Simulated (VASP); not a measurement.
Ga2O3:

```
Ga O
1.0
     2.49125    1.43832    4.47767
    -2.49125    1.43832    4.47767
     0.00000   -2.87665    4.47767
Ga O
4 6
Direct
  0.35540 0.35540 0.35540
  0.14460 0.14460 0.14460
  0.64460 0.64460 0.64460
  0.85540 0.85540 0.85540
  0.55490 0.94510 0.25000
  0.25000 0.55490 0.94510
  0.94510 0.25000 0.55490
  0.44510 0.05490 0.75000
  0.75000 0.44510 0.05490
  0.05490 0.75000 0.44510
```

- Program: VASP 6.6.1
- Task: relaxation of cell and atoms
- Functional: PBE
- Potentials or basis: VASP PAW PBE potentials, release 64 (Ga_d, O)
- Cutoff: 520 eV
- k mesh: 3 × 3 × 3
- Occupations: gaussian, width 0.02 eV
- Spin: no spin polarisation

At the start: pressure 10.7 GPa; volume 9.63 Å³/atom.

Q: How do energy, volume and symmetry change on relaxing?

A: Over 13 steps the energy falls by 15.6 meV/atom and the volume is 10.10 Å³/atom (+4.9 %); space group R-3c (No. 167, to 0.05 Å).

The path:
| step | energy change (eV) | largest force (eV/Å) | pressure (GPa) | volume (Å³) |
| --- | --- | --- | --- | --- |
| 1 | 0.0000 | 0.1336 | 10.72 | 96.27 |
| 2 | -0.0350 | 0.0490 | -8.12 | 105.52 |
| 3 | -0.1539 | 0.0763 | -0.10 | 101.04 |
| 4 | -0.1539 | 0.0773 | 0.10 | 100.94 |
| 5 | -0.1554 | 0.0303 | 0.11 | 100.94 |
| 6 | -0.1557 | 0.0192 | 0.12 | 100.94 |
| 7 | -0.1558 | 0.0119 | -0.09 | 101.05 |
| 8 | -0.1558 | 0.0114 | -0.14 | 101.06 |
| 9 | -0.1559 | 0.0014 | -0.06 | 101.01 |
| 10 | -0.1559 | 0.0010 | -0.04 | 101.01 |
| 11 | -0.1559 | 0.0030 | -0.08 | 101.01 |
| 12 | -0.1559 | 0.0013 | 0.11 | 100.94 |
| 13 | -0.1559 | 0.0007 | -0.01 | 100.98 |

Final structure:
```
Ga O
1.0
     2.53245    1.46211    4.54549
    -2.53245    1.46211    4.54549
     0.00000   -2.92422    4.54549
Ga O
4 6
Direct
  0.35591 0.35591 0.35591
  0.14409 0.14409 0.14409
  0.64409 0.64409 0.64409
  0.85591 0.85591 0.85591
  0.55311 0.94689 0.25000
  0.25000 0.55311 0.94689
  0.94689 0.25000 0.55311
  0.44689 0.05311 0.75000
  0.75000 0.44689 0.05311
  0.05311 0.75000 0.44689
```

Caveat: the k mesh is coarse (spacing up to 0.51 Å⁻¹), so the values aren't converged.
